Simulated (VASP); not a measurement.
A cell of GaN (zinc blende) near equilibrium:

```yaml
crystal:
  lattice:
    - [0.00000, 2.25271, 2.25271]
    - [2.25271, 0.00000, 2.25271]
    - [2.25271, 2.25271, 0.00000]
  atoms:
    - { symbol: Ga, position: [0.00000, 0.00000, 0.00000] }
    - { symbol: N, position: [0.25000, 0.25000, 0.25000] }
```

All values below come from r2SCAN meta-GGA, VASP's PBE PAW potentials (set 64) (plane waves; VASP 6.6.1).

| run | ΔE (meV/atom) | σxx | σyy | σzz | largest shear component, with its sign (GPa) | gap (eV) |
|---|---|---|---|---|---|---|
| as it is | 0.0 | 0.18 | 0.18 | 0.18 | 0.00 | 2.13 |
| after one change | 7.8 | 7.12 | 7.12 | 5.13 | 0.00 | 2.30 |
Stress is in GPa, positive when the cell is compressed; gaps are those on the k-mesh, and 0.00 means metallic.

Name the change that produced these shifts.
A. shear strain γ_xz = +1.5 %
B. isotropic strain of -2.0 %
C. isotropic strain of +3.0 %
D. biaxial strain of -1.5 % in the xy plane

D, biaxial strain of -1.5 % in the xy plane

The compound is GaN in the zinc blende structure, a metastable form; wurtzite is the usual one.
